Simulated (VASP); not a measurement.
The system is TiSnS4.

```xyz
6
Lattice="2.1392 1.2351 6.9843 -2.1392 1.2351 6.9843 0.0000 -2.4702 6.9843" Properties=species:S:1:pos:R:3 pbc="T T T"
Ti    0.0000    0.0000    0.0000
Sn    0.0000    0.0000   10.4764
S     0.0000    0.0000   12.9875
S     0.0000    0.0000    2.7037
S     0.0000    0.0000   18.2490
S     0.0000    0.0000    7.9653
```

The cell was built by a generator and needn't be a form met in nature.

```yaml
Program: VASP 6.6.1
Task: relaxation of cell and atoms
Functional: PBE
Potentials_or_basis: VASP PAW PBE potentials, release 64 (Ti_sv, Sn_d, S)
Cutoff: 520 eV
k_mesh: 4 × 4 × 4
Occupations: gaussian, width 0.15 eV
Spin: no spin polarisation
```

At the start: pressure 9.2 GPa; volume 18.45 Å³/atom.

How do energy, volume and symmetry change on relaxing?

Over 24 steps the energy falls by 327.4 meV/atom and the volume is 20.53 Å³/atom (+11.3 %); space group R-3m (No. 166, to 0.05 Å).

Step by step:
```tsv
step	energy change (eV)	largest force (eV/Å)	pressure (GPa)	volume (Å³)
1	0.0000	1.8994	9.20	110.72
2	-0.5861	1.0609	-4.82	128.56
3	-0.6054	1.1496	-3.26	125.46
4	-0.9588	1.0299	-2.34	123.00
5	-1.3792	1.2025	4.56	115.59
6	-1.4093	1.0396	1.25	118.20
7	-1.4346	0.9783	2.33	117.20
8	-1.6531	0.5232	0.10	120.45
9	-1.7302	0.6274	-1.09	123.00
10	-1.7145	0.7965	-2.78	128.19
11	-1.7518	0.6912	-1.81	125.20
12	-1.9361	0.1651	0.66	121.37
13	-1.9369	0.1460	0.64	121.51
14	-1.9480	0.1834	-0.30	123.38
15	-1.9482	0.2231	-0.71	124.13
16	-1.9554	0.1728	-0.49	124.01
17	-1.9590	0.1357	-0.27	123.86
18	-1.9592	0.1406	-0.18	123.82
19	-1.9635	0.0999	-0.05	123.43
20	-1.9640	0.0814	0.31	122.87
21	-1.9647	0.0834	0.24	123.06
22	-1.9647	0.0956	0.40	123.14
23	-1.9643	0.0924	0.15	123.28
24	-1.9646	0.0794	-0.07	123.20
```

Final structure:
```
Ti Sn S
1.0
     2.17102    1.25344    7.54542
    -2.17102    1.25344    7.54542
     0.00000   -2.50688    7.54542
Ti Sn S
1 1 4
Direct
  0.00000 0.00000 0.00000
  0.50000 0.50000 0.50000
  0.65436 0.65436 0.65436
  0.10970 0.10970 0.10970
  0.89030 0.89030 0.89030
  0.34564 0.34564 0.34564
```

Caveat: the k mesh is coarse (spacing up to 0.43 Å⁻¹), so the values aren't converged.
